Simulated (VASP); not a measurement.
An input for Ansatz (written as the equivalent of a VASP run, and not itself run):

Ansatz 0.2 input:
```yaml
crystal:
  lattice:
    - [0.0000000, 2.6558573, 2.6558573]
    - [2.6558573, 0.0000000, 2.6558573]
    - [2.6558573, 2.6558573, 0.0000000]
  atoms:
    - { symbol: Co, position: [0.0000000, 0.0000000, 0.0000000] }
    - { symbol: Si, position: [0.2500000, 0.2500000, 0.2500000] }
    - { symbol: Si, position: [0.7500000, 0.7500000, 0.7500000] }
kpoints:
  mp_grid: { grid: [10, 10, 10] }
hamiltonian:
  xc: pbe
  pseudopotentials: { kind: paw }
scf:
  occupations: { method: methfessel_paxton, width: 0.1 }
  max_iter: 100
relax:
  max_steps: 40
  f_tol: 0.02
  cell: { p_target: 10 }
output: { forces: true, stress: true, eigenvalues: true }
```

Translate this input to VASP (INCAR, KPOINTS, POSCAR, choice of POTCAR).

Several could match; the one computed here: 
INCAR:
```
ALGO  =  Normal
EDIFF  =  1E-6
EDIFFG  =  -0.02
ENCUT  =  500
GGA  =  PE
IBRION  =  2
ISIF  =  3
ISMEAR  =  1
LASPH  =  .TRUE.
LCHARG  =  .FALSE.
LMAXMIX  =  4
LREAL  =  .FALSE.
LWAVE  =  .FALSE.
NELM  =  100
NSW  =  40
PREC  =  Accurate
PSTRESS  =  100
SIGMA  =  0.1
SYSTEM  =  CoSi2
```

File POSCAR:
```
CoSi2
1
    0.0000000000     2.6558572928     2.6558572928
    2.6558572928     0.0000000000     2.6558572928
    2.6558572928     2.6558572928     0.0000000000
Co Si
1 2
Direct
  0.0000000000   0.0000000000   0.0000000000
  0.2500000000   0.2500000000   0.2500000000
  0.7500000000   0.7500000000   0.7500000000
```

File KPOINTS:
```
Automatic mesh
0
Gamma
10 10 10
0 0 0
```

POTCAR, in this order: Co Si (PBE.64 set). Program: vasp_std.

What does not carry over: each code has its own PAW files, so the cut-off isn't converted (ENCUT is set for VASP's; basis.ecutwfc is left out, and Ansatz then takes the one that its files recommend); Ansatz stops its SCF on the density residual and VASP on the energy change (EDIFF).

The compound is CoSi2 in the fluorite structure. This run relaxes it under an external pressure of 10 GPa. Symmetry was kept, so distortions that lower it aren't found.
